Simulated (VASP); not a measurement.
Ca2ZrN2: relaxation of cell and atoms with PBE

Crystal: Ca2ZrN2.

```
Ca Zr N
1.0
     3.37613    0.00000    0.00000
    -1.68806    2.92381    0.00000
     0.00000    0.00000    8.50100
Ca Zr N
2 1 2
Cartesian
  1.6881 0.9746 2.6630
  0.0000 1.9492 5.8380
  0.0000 0.0000 0.0000
  1.6881 0.9746 7.2790
  0.0000 1.9492 1.2220
```

The cell was built by a generator and needn't be a form met in nature.

* Program: VASP 6.6.1
* Task: relaxation of cell and atoms
* Functional: PBE
* Potentials or basis: VASP PAW PBE potentials, release 64 (Ca_sv, Zr_sv, N)
* Cutoff: 520 eV
* k mesh: 10 × 10 × 4
* Occupations: gaussian, width 0.1 eV
* Spin: no spin polarisation
* Further INCAR settings: ALGO = Normal; EDIFF = 1e-06; IBRION = 2; EDIFFG = -0.01; NSW = 90; ISIF = 3

| Item | Value |
| --- | --- |
| Relaxed volume | 17.46 Å³/atom |
| Relaxed cell | a = 3.366 Å, b = 3.366 Å, c = 8.899 Å, α = 90.00°, β = 90.00°, γ = 120.00° |
| Space group after relaxing (to 0.05 Å) | P-3m1 (No. 164) |
| Energy gained by relaxing | 18.0 meV/atom |
| Ionic steps | 11 |
| Pressure after relaxing | 0.0 GPa |
| Largest force after relaxing | 0.004 eV/Å |
| Band gap on the k mesh | none (metal or under the smearing width) |

Forces in eV/Å, atoms in the order of the input:
```
Ca   0.000  0.000 -0.004
Ca   0.000  0.000  0.004
Zr   0.000  0.000  0.000
N    0.000  0.000  0.004
N    0.000  0.000 -0.004
```

Step by step:
```tsv
step	energy change (eV)	largest force (eV/Å)	pressure (GPa)	volume (Å³)
1	0.0000	0.1809	2.41	83.91
2	-0.0502	0.4537	-1.67	86.99
3	-0.0520	0.4105	-1.06	86.50
4	-0.0714	0.2779	0.28	85.87
5	-0.0729	0.2318	0.78	85.64
6	-0.0852	0.1039	0.43	86.39
7	-0.0895	0.0380	0.08	87.18
8	-0.0899	0.0176	-0.13	87.41
9	-0.0899	0.0192	-0.12	87.40
10	-0.0899	0.0095	0.11	87.26
11	-0.0899	0.0036	0.02	87.32
```

Final structure:
```cif
data_structure
_symmetry_space_group_name_H-M 'P 1'
_symmetry_Int_Tables_number 1
_cell_length_a 3.3661
_cell_length_b 3.3661
_cell_length_c 8.8990
_cell_angle_alpha 90.000
_cell_angle_beta 90.000
_cell_angle_gamma 120.000
_cell_volume 87.32
loop_
_atom_site_label
_atom_site_type_symbol
_atom_site_fract_x
_atom_site_fract_y
_atom_site_fract_z
_atom_site_occupancy
Ca1 Ca 0.66667 0.33333 0.30357 1
Ca2 Ca 0.33333 0.66667 0.69643 1
Zr1 Zr 0.00000 0.00000 0.00000 1
N1 N 0.66667 0.33333 0.85947 1
N2 N 0.33333 0.66667 0.14053 1
```

Levels at points of the mesh, in eV from the Fermi level:
```
           k point  band 18  band 19  band 20  band 21  band 22  band 23  band 24  band 25
(0.00, 0.00, 0.00)    -3.09    -2.20    -1.88    -1.88     1.33     1.33     1.67     1.70
(0.50, 0.00, 0.00)    -3.71    -2.80    -2.34    -0.73     0.34     1.08     1.99     3.11
(0.00, 0.00, 0.50)    -3.70    -1.88    -1.88    -1.27     0.73     1.34     1.34     2.07
(0.50, 0.00, 0.50)    -3.70    -2.77    -2.33    -0.76     0.35     1.28     1.58     3.06
```

It took 95 s on 4 MPI ranks on Intel(R) Xeon(R) 6975P-C (Granite Rapids) (shared host), peak memory 0.29 GiB a rank.
